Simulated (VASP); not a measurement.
A convergence study with VASP on Mg (hcp): one setting is varied, all else stays as given below, so the limit is that of these other settings. Each run relaxes cell and ions from the cell shown.

```yaml
crystal:
  lattice:
    - [1.60500, -2.77994, 0.00000]
    - [1.60500, 2.77994, 0.00000]
    - [0.00000, 0.00000, 5.21000]
  atoms:
    - { symbol: Mg, position: [0.33333, 0.66667, 0.25000] }
    - { symbol: Mg, position: [0.66667, 0.33333, 0.75000] }
```

The numbers are results of PBE GGA, VASP's PBE PAW potentials (set 64) (plane waves; VASP 6.6.1), not measurements. The tightest run used: 550 eV cut-off, 18×18×10 Γ-centred mesh, first-order Methfessel-Paxton smearing of 0.10 eV, potentials Mg.

Question: The settings run are 2×2×1 mesh; 3×3×2 mesh; 4×4×2 mesh; 5×5×3 mesh; 6×6×3 mesh; 7×7×4 mesh; 8×8×4 mesh; 9×9×5 mesh; 10×10×5 mesh; 12×12×6 mesh; 13×13×7 mesh; 14×14×7 mesh; 15×15×8 mesh; 16×16×9 mesh; 17×17×9 mesh; 18×18×10 mesh. From which on does the relaxed volume stay within 0.1 Å³/atom of the tightest run?

Answer: From 8×8×4 mesh on: it is off by 0.020 there and by no more than 0.1 in any finer run, while 7×7×4 mesh is off by 0.210.
```tsv
setting	relaxed volume (Å³/atom)	E (eV/atom)	irreducible k-points	difference judged (Å³/atom)
2×2×1 mesh	23.696	-1.9313	2	0.846
3×3×2 mesh	23.358	-1.1601	6	0.509
4×4×2 mesh	22.689	-1.5156	8	0.161
5×5×3 mesh	22.912	-1.5387	10	0.063
6×6×3 mesh	22.906	-1.4568	14	0.056
7×7×4 mesh	23.059	-1.5229	24	0.210
8×8×4 mesh	22.829	-1.5178	30	0.020
9×9×5 mesh	22.813	-1.5037	36	0.037
10×10×5 mesh	22.904	-1.5039	42	0.055
12×12×6 mesh	22.882	-1.5077	76	0.033
13×13×7 mesh	22.860	-1.5014	84	0.011
14×14×7 mesh	22.884	-1.5106	96	0.035
15×15×8 mesh	22.840	-1.5063	135	0.009
16×16×9 mesh	22.871	-1.5039	150	0.022
17×17×9 mesh	22.877	-1.5078	165	0.028
18×18×10 mesh	22.849	-1.5063	222	0.000
```

Left out are rungs that failed or repeat a setting and relaxations that didn't move; long series are thinned to 24 rows.

The compound is Mg in the hcp structure.
